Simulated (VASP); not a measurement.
```
Tc
1.0
    1.34893    -2.33642     0.00000
    1.34893     2.33642     0.00000
    0.00000     0.00000     4.30864
Tc
2
Direct
  0.33333   0.66667   0.25000
  0.66667   0.33333   0.75000
```

The numbers are results of PBE GGA, VASP's PBE PAW potentials (set 64) (plane waves; VASP 6.6.1), not measurements. Numerical set-up: 500 eV cut-off, 15×15×9 Γ-centred mesh, first-order Methfessel-Paxton smearing of 0.10 eV, potentials Tc_pv.

Energy and stress use the plane-wave basis of the starting cell.

Q: The ions, cell shape and volume at an external pressure of 30.0 GPa are relaxed. Give the cell that the relaxation ends in.

A: 
```
Tc
1.0
    1.33810    -2.31766     0.00000
    1.33810     2.31766     0.00000
    0.00000     0.00000     4.27369
Tc
2
Cartesian
  1.33810   0.77255   1.06842
  1.33810  -0.77255   3.20527
```
Space group P6_3/mmc (194), at a tolerance of 0.03 Å.

Q: How do energy and volume change from the first to the last step?

A: The energy (σ→0) changes by +50.5 meV/atom and the volume by -2.4 %, in 4 ionic steps.

The compound is Tc in the hcp structure. This run relaxes it under an external pressure of 30 GPa. Symmetry was kept, so distortions that lower it aren't found.
